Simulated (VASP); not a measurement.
# La2TaO5 (Cmcm) in VASP: relaxation of cell and atoms with PBE

Aim: the relaxation of cell and atoms of La2TaO5 with PBE.

All numbers are computed with VASP 6.6.1; they aren't measurements. Logs are shortened: lines on timing, memory, paths and dates and some standing lists are left out, and cuts for length are marked.

### 1 The crystal as given

Symmetry: Cmcm, No. 63, orthorhombic system. The conventional cell has a = 4.130 Å, b = 12.024 Å, c = 11.011 Å, α = 90.00°, β = 90.00°, γ = 90.00°. La (site symmetry m) is surrounded by 5 O at 2.33 to 2.51 Å. Ta (site symmetry m2m) has 6 O at 1.98 to 2.13 Å as nearest neighbours. Around O (site symmetry m) lie 1 Ta at 1.98 Å. Around O (site symmetry m) lie 1 Ta at 2.13 Å and 2 La at 2.33 Å. Around O (site symmetry m2m) lie 2 Ta at 2.10 Å.

The cell was built by a generator and needn't be a form met in nature.

### 2 Relaxation of cell and atoms, PBE

Input file INCAR:

```
ALGO = Normal
EDIFF = 1E-6
EDIFFG = -0.01
ENCUT = 520
GGA = PE
IBRION = 2
ISIF = 3
ISMEAR = 0
KPAR = 8
LASPH = True
LCHARG = False
LREAL = False
LWAVE = False
NELM = 120
NSW = 90
PREC = Accurate
SIGMA = 0.1
```

Input file KPOINTS:

```
k-points
0
Gamma
  6 6 4
```

Input file POSCAR:

```
La2TaO5
1.0
    2.0650000000     -6.0120000000      0.0000000000
    2.0650000000      6.0120000000      0.0000000000
    0.0000000000      0.0000000000     11.0110000000
La Ta O
4 2 10
Direct
    0.1372255500      0.8627744500      0.9214876000
    0.1372255500      0.8627744500      0.5785124000
    0.8627744500      0.1372255500      0.4214876000
    0.8627744500      0.1372255500      0.0785124000
    0.8291749800      0.1708250200      0.7500000000
    0.1708250200      0.8291749800      0.2500000000
    0.9444444400      0.0555555600      0.8780764700
    0.9444444400      0.0555555600      0.6219235300
    0.7252162300      0.2747837700      0.9070475000
    0.7252162300      0.2747837700      0.5929525000
    0.0555555600      0.9444444400      0.3780764700
    0.0555555600      0.9444444400      0.1219235300
    0.2747837700      0.7252162300      0.4070475000
    0.2747837700      0.7252162300      0.0929525000
    0.2978210200      0.7021789800      0.7500000000
    0.7021789800      0.2978210200      0.2500000000
```

Potentials or basis: VASP PAW PBE potentials, release 64 (La, Ta_pv, O).

On the command line:

```
$ cat potpaw_PBE.64/La/POTCAR potpaw_PBE.64/Ta_pv/POTCAR potpaw_PBE.64/O/POTCAR > POTCAR
$ mpirun -np 8 vasp_std > vasp.out
```

OUTCAR:

```text
EDIFF = 1E-6
   EDIFFG = -0.01
   ENCUT = 520
   GGA = PE
   IBRION = 2
   ISIF = 3
   ISMEAR = 0
   LASPH = True
   LREAL = False
   NELM = 120
   NSW = 90
   PREC = Accurate

 ion  position               nearest neighbor table
   1  0.137  0.863  0.921-   9 2.33   9 2.33   7 2.37  12 2.42  14 2.51  15 2.70   5 3.63   5 3.63
                             6 3.64
   2  0.137  0.863  0.579-  10 2.33  10 2.33   8 2.37  11 2.42  13 2.51  15 2.70   5 3.63   5 3.63
                             6 3.64
   3  0.863  0.137  0.421-  13 2.33  13 2.33  11 2.37   8 2.42  10 2.51  16 2.70   6 3.63   6 3.63
                             5 3.64
   4  0.863  0.137  0.079-  14 2.33  14 2.33  12 2.37   7 2.42   9 2.51  16 2.70   6 3.63   6 3.63
                             5 3.64
   5  0.829  0.171  0.750-   7 1.98   8 1.98  15 2.10  15 2.10  10 2.13   9 2.13   1 3.63   1 3.63
                             2 3.63   2 3.63   4 3.64   3 3.64
   6  0.171  0.829  0.250-  11 1.98  12 1.98  16 2.10  16 2.10  14 2.13  13 2.13   3 3.63   3 3.63
                             4 3.63   4 3.63   2 3.64   1 3.64
   7  0.944  0.056  0.878-   5 1.98   1 2.37   4 2.42
   8  0.944  0.056  0.622-   5 1.98   2 2.37   3 2.42
   9  0.725  0.275  0.907-   5 2.13   1 2.33   1 2.33   4 2.51
  10  0.725  0.275  0.593-   5 2.13   2 2.33   2 2.33   3 2.51
  11  0.056  0.944  0.378-   6 1.98   3 2.37   2 2.42
  12  0.056  0.944  0.122-   6 1.98   4 2.37   1 2.42
  13  0.275  0.725  0.407-   6 2.13   3 2.33   3 2.33   2 2.51
  14  0.275  0.725  0.093-   6 2.13   4 2.33   4 2.33   1 2.51
  15  0.298  0.702  0.750-   5 2.10   5 2.10   2 2.70   1 2.70
  16  0.702  0.298  0.250-   6 2.10   6 2.10   4 2.70   3 2.70

  LATTYP: Found a base centered orthorhombic cell.
 ALAT       =     4.1300000000
 B/A-ratio  =     2.9113801453
 C/A-ratio  =     2.6661016949

  Lattice vectors:

 A1 = (   2.0650000000,  -6.0120000000,   0.0000000000)
 A2 = (   2.0650000000,   6.0120000000,   0.0000000000)
 A3 = (   0.0000000000,   0.0000000000,  11.0110000000)

Analysis of symmetry for initial positions (statically):
=====================================================================
 Subroutine PRICEL returns:
 Original cell was already a primitive cell.

 Routine SETGRP: Setting up the symmetry group for a
 base centered orthorhombic supercell.

 Subroutine GETGRP returns: Found  8 space group operations
 (whereof  4 operations were pure point group operations)
 out of a pool of  8 trial point group operations.

The static configuration has the point symmetry C_2h.
 The point group associated with its full space group is D_2h.

Analysis of symmetry for dynamics (positions and initial velocities):
=====================================================================
 Subroutine PRICEL returns:
 Original cell was already a primitive cell.

 Routine SETGRP: Setting up the symmetry group for a
 base centered orthorhombic supercell.

 Subroutine GETGRP returns: Found  8 space group operations
 (whereof  4 operations were pure point group operations)
 out of a pool of  8 trial point group operations.

The dynamic configuration has the point symmetry C_2h.
 The point group associated with its full space group is D_2h.

 Subroutine INISYM returns: Found  8 space group operations
 (whereof  4 operations are pure point group operations),
 and found     1 'primitive' translations

----------------------------------------------------------------------------------------

                                     Primitive cell

  volume of cell :     273.3983

  direct lattice vectors                    reciprocal lattice vectors
     2.065000000 -6.012000000  0.000000000     0.242130751 -0.083166999  0.000000000
     2.065000000  6.012000000  0.000000000     0.242130751  0.083166999  0.000000000
     0.000000000  0.000000000 11.011000000     0.000000000  0.000000000  0.090818273

  length of vectors
     6.356757743  6.356757743 11.011000000     0.256015722  0.256015722  0.090818273

  position of ions in fractional coordinates (direct lattice)
     0.137225550  0.862774450  0.921487600
     0.137225550  0.862774450  0.578512400
     0.862774450  0.137225550  0.421487600
     0.862774450  0.137225550  0.078512400
     0.829174980  0.170825020  0.750000000
     0.170825020  0.829174980  0.250000000
[... 8 lines left out ...]
     0.297821020  0.702178980  0.750000000
     0.702178980  0.297821020  0.250000000

  ion indices of the primitive-cell ions
   primitive index   ion index
                 1           1
                 2           2
                 3           3
                 4           4
                 5           5
                 6           6
[... 8 lines left out ...]
                15          15
                16          16

----------------------------------------------------------------------------------------

 KPOINTS: k-points

Automatic generation of k-mesh.
 Grid dimensions read from file:
 generate k-points for:    6    6    4

 Generating k-lattice:

  Cartesian coordinates                     Fractional coordinates (reciprocal lattice)
     0.040355125 -0.013861167  0.000000000     0.166666667  0.000000000  0.000000000
     0.040355125  0.013861167  0.000000000     0.000000000  0.166666667  0.000000000
     0.000000000  0.000000000  0.022704568     0.000000000  0.000000000  0.250000000

  Length of vectors
     0.042669287  0.042669287  0.022704568

  Shift w.r.t. Gamma in fractional coordinates (k-lattice)
     0.000000000  0.000000000  0.000000000

 Subroutine IBZKPT returns following result:
 ===========================================

 Found     39 irreducible k-points:

 Following reciprocal coordinates:
            Coordinates               Weight
  0.000000  0.000000  0.000000      1.000000
  0.166667  0.000000  0.000000      4.000000
  0.333333 -0.000000  0.000000      4.000000
  0.500000 -0.000000  0.000000      2.000000
  0.166667  0.166667  0.000000      2.000000
  0.333333  0.166667  0.000000      4.000000
[... 16 lines left out ...]
  0.333333  0.333333  0.250000      4.000000
  0.500000  0.333333  0.250000      8.000000
 [... further k-points ...]
   k-points           NKPTS =     39   k-points in BZ     NKDIM =     39   number of bands    NBANDS=     75
   number of dos      NEDOS =    301   number of ions     NIONS =     16
   total plane-waves  NPLWV = 193536
   dimension x,y,z NGX =    48 NGY =   48 NGZ =   84
   dimension x,y,z NGXF=    96 NGYF=   96 NGZF=  168
   ions per type =               4   2  10
   NGX,Y,Z   is equivalent  to a cutoff of  12.55, 12.55, 12.68 a.u.
   NGXF,Y,Z  is equivalent  to a cutoff of  25.11, 25.11, 25.36 a.u.
 SYSTEM =  unknown system
   PREC   = accura    normal or accurate (medium, high low for compatibility)
   ISTART =      0    job   : 0-new  1-cont  2-samecut
   ICHARG =      2    charge: 1-file 2-atom 10-const
   ISPIN  =      1    spin polarized calculation?
   LNONCOLLINEAR =      F non collinear calculations
   LSORBIT =      F    spin-orbit coupling
   LASPH  =      T    aspherical Exc in radial PAW
   ENCUT  =  520.0 eV  38.22 Ry    6.18 a.u.  11.82 11.82 20.47*2*pi/ulx,y,z
   NELM   =    120;   NELMIN=  2; NELMDL= -5     # of ELM steps
   EDIFF  = 0.1E-05   stopping-criterion for ELM
   LREAL  =      F    real-space projection
   EDIFFG = -.1E-01   stopping-criterion for IOM
   NSW    =     90    number of steps for IOM
   IBRION =      2    ionic relax: 0-MD 1-quasi-New 2-CG
   NFREE  =      1    steps in history (QN), initial steepest desc. (CG)
   ISIF   =      3    stress and relaxation
   ISYM   =      2    0-nonsym 1-usesym 2-fastsym
   POTIM  = 0.5000    time-step for ionic-motion
   TEBEG  =    0.0;   TEEND  =   0.0 temperature during run
   PSTRESS=    0.0 pullay stress
   NELECT =     126.0000    total number of electrons
   NUPDOWN=      -1.0000    fix difference up-down
   EMIN   =  10.00;   EMAX   =-10.00  energy-range for DOS
   EFERMI =   0.00;   METHOD = LEGACY
   ISMEAR =     0;   SIGMA  =   0.10  broadening in eV -4-tet -1-fermi 0-gaus
   EFERMI_NEDOS =   21; number of points for ismear=-14 and -15
   IALGO  =     38    algorithm
   IMIX   =      4    mixing-type and parameters
     AMIX     =   0.40;   BMIX     =  1.00
     AMIX_MAG =   1.60;   BMIX_MAG =  1.00
  volume/ion in A,a.u.               =      17.09       115.31
  Fermi-wavevector in a.u.,A,eV,Ry     =   1.264541  2.389637 21.756603  1.599065
  Thomas-Fermi vector in A             =   2.397841
   LORBIT       =      0    0 simple, 1 ext, 2 COOP (PROOUT), +10 PAW based schemes
   GGA     = PE    functional components
   LHFCALC =     F    Hartree Fock is set to
   AEXX    =    0.0000 exact exchange contribution
   IVDW    =     0    specifies the selected vdW correction
   LEPSILON=     F    determine dielectric tensor
   LRPA    =     F    only Hartree local field effects (RPA)
 conjugate gradient relaxation of ions
 non-spin polarized calculation
 Gauss-broadening in eV      SIGMA  =   0.10
  energy-cutoff  :      520.00
  volume of cell :      273.40
 maximum number of plane-waves:      7398
   NGX = 23   NGY = 23   NGZ = 41

--------------------------------------- Ionic step        1  -------------------------------------------

 number of electron     126.0000001 magnetization

 Free energy of the ion-electron system (eV)
  ---------------------------------------------------
  ext. energy  EPLUGINS =         0.00000000
  ---------------------------------------------------
  free energy    TOTEN  =      -141.79604198 eV

  energy without entropy =     -141.74668771  energy(sigma->0) =     -141.77136484

------------------------ aborting loop because EDIFF is reached ----------------------------------------

  FORCE on cell =-STRESS in cart. coord.  units (eV):
  Direction    XX          YY          ZZ          XY          YZ          ZX
  --------------------------------------------------------------------------------------
  -------------------------------------------------------------------------------------
  Total       -0.3540061      2.7572774      0.5180866      0.0000000      0.0000000      0.0000000
  in kB       -2.0745578     16.1582848      3.0361073      0.0000000      0.0000000      0.0000000
  external PRESSURE =       5.7066114 kB  Pullay stress =       0.0000000 kB
[... 131 lines left out ...]
  FREE ENERGIE OF THE ION-ELECTRON SYSTEM (eV)
  ---------------------------------------------------
  free  energy   TOTEN  =      -141.8070215690 eV

  energy  without entropy=     -141.7577844813  energy(sigma->0) =     -141.78240303

[... ionic steps 4 to 15 ...]

--------------------------------------- Ionic step       16  -------------------------------------------

 number of electron     125.9999996 magnetization

------------------------ aborting loop because EDIFF is reached ----------------------------------------

  FORCE on cell =-STRESS in cart. coord.  units (eV):
  Direction    XX          YY          ZZ          XY          YZ          ZX
  --------------------------------------------------------------------------------------
  -------------------------------------------------------------------------------------
  Total        0.0695233      0.0146685      0.0458005      0.0000000      0.0000000      0.0000000
  in kB        0.4063108      0.0857260      0.2676690      0.0000000      0.0000000      0.0000000
  external PRESSURE =       0.2532353 kB  Pullay stress =       0.0000000 kB
[... 85 lines left out ...]
  energy  without entropy=     -141.7775606408  energy(sigma->0) =     -141.80232641

--------------------------------------- Ionic step       18  -------------------------------------------

 number of electron     125.9999997 magnetization

 Free energy of the ion-electron system (eV)
  ---------------------------------------------------
  ext. energy  EPLUGINS =         0.00000000
  ---------------------------------------------------
  free energy    TOTEN  =      -141.82712020 eV

  energy without entropy =     -141.77754947  energy(sigma->0) =     -141.80233483

 E-fermi :   7.3033     XC(G=0):  -9.7595

 val. band max:        7.2970409529   @ k =   0.5000   0.3333   0.0000
 cond. band min:       7.3040040433   @ k =  -0.1667   0.1667   0.0000
 fundamental gap:      0.0069630904
 Fermi energy:         7.3033013925

 k-point     1 :       0.0000    0.0000    0.0000
  band No.  band energies     occupation
      1     -30.1457      2.00000
      2     -30.1456      2.00000
      3     -30.1207      2.00000
      4     -30.1189      2.00000
      5     -30.0875      2.00000
      6     -30.0874      2.00000
[... 1861 lines left out ...]
     74       8.6070      0.00000
     75       8.7469      0.00000

 [... further k-points ...]
[... 5 lines left out ...]
  --------------------------------------------------------------------------------------
  -------------------------------------------------------------------------------------
  Total        0.0624430      0.0230037      0.0134458      0.0000000     -0.0000000      0.0000000
  in kB        0.3648910      0.1344243      0.0785716      0.0000000     -0.0000000      0.0000000
  external PRESSURE =       0.1926290 kB  Pullay stress =       0.0000000 kB
[... 31 lines left out ...]
  FREE ENERGIE OF THE ION-ELECTRON SYSTEM (eV)
  ---------------------------------------------------
  free  energy   TOTEN  =      -141.8271201979 eV

  energy  without entropy=     -141.7775494670  energy(sigma->0) =     -141.80233483

 reached required accuracy - stopping structural energy minimisation
```

It took 31 min on 8 MPI ranks of Intel Xeon 6975P-C (Granite Rapids), shared host; peak memory 0.96 GiB.

Results:

- Free energy: -141.8271 eV
- Relaxed volume: 17.14 Å³/atom
- Relaxed cell: a = 6.425 Å, b = 6.425 Å, c = 11.009 Å, α = 90.00°, β = 90.00°, γ = 142.89°
- Space group after relaxing (to 0.05 Å): Cmcm (No. 63)
- Energy gained by relaxing: 1.9 meV/atom
- Ionic steps: 18
- Pressure after relaxing: 0.0 GPa
- Largest force after relaxing: 0.007 eV/Å
- Band gap on the k mesh: none (metal or under the smearing width)

Forces in eV/Å, atoms in the order of the input:
```
La   0.000  0.000  0.001
La   0.000  0.000 -0.001
La   0.000  0.000  0.001
La   0.000  0.000 -0.001
Ta   0.000 -0.003  0.000
Ta   0.000  0.003  0.000
O    0.000  0.002 -0.001
O    0.000  0.002  0.001
O    0.000 -0.001 -0.005
O    0.000 -0.001  0.005
O    0.000 -0.002 -0.001
O    0.000 -0.002  0.001
O    0.000  0.001 -0.005
O    0.000  0.001  0.005
O    0.000 -0.007  0.000
O    0.000  0.007  0.000
```

Step by step:
```tsv
step	energy change (eV)	largest force (eV/Å)	pressure (GPa)	volume (Å³)
1	0.0000	0.1108	0.57	273.40
2	-0.0100	0.2485	-0.72	275.81
3	-0.0110	0.1927	-0.43	275.26
4	-0.0191	0.0788	-0.02	274.66
5	-0.0194	0.1047	0.08	274.52
6	-0.0230	0.0761	-0.04	274.63
7	-0.0249	0.0711	-0.21	274.78
8	-0.0270	0.0376	0.25	273.76
9	-0.0270	0.0365	0.23	273.84
10	-0.0289	0.0647	0.06	274.08
11	-0.0294	0.0901	-0.07	274.27
12	-0.0303	0.0458	0.08	274.11
13	-0.0304	0.0361	0.05	274.15
14	-0.0310	0.0113	-0.04	274.30
15	-0.0310	0.0111	-0.03	274.30
16	-0.0310	0.0107	0.03	274.15
17	-0.0311	0.0102	0.02	274.16
18	-0.0311	0.0069	0.02	274.18
```

Final structure:
```
La Ta O
1.0
     2.04456   -6.09067    0.00000
     2.04456    6.09067    0.00000
     0.00000    0.00000   11.00868
La Ta O
4 2 10
Cartesian
  2.0446 4.4090 10.1419
  2.0446 4.4090 6.3711
  2.0446 -4.4090 4.6376
  2.0446 -4.4090 0.8668
  2.0446 -4.0551 8.2565
  2.0446 4.0551 2.7522
  2.0446 -5.4281 9.6675
  2.0446 -5.4281 6.8455
  2.0446 -2.7881 9.9862
  2.0446 -2.7881 6.5268
  2.0446 5.4281 4.1632
  2.0446 5.4281 1.3411
  2.0446 2.7881 4.4819
  2.0446 2.7881 1.0224
  2.0446 2.4220 8.2565
  2.0446 -2.4220 2.7522
```

The run has no spin-orbit coupling, so splittings on La, Ta are missing.
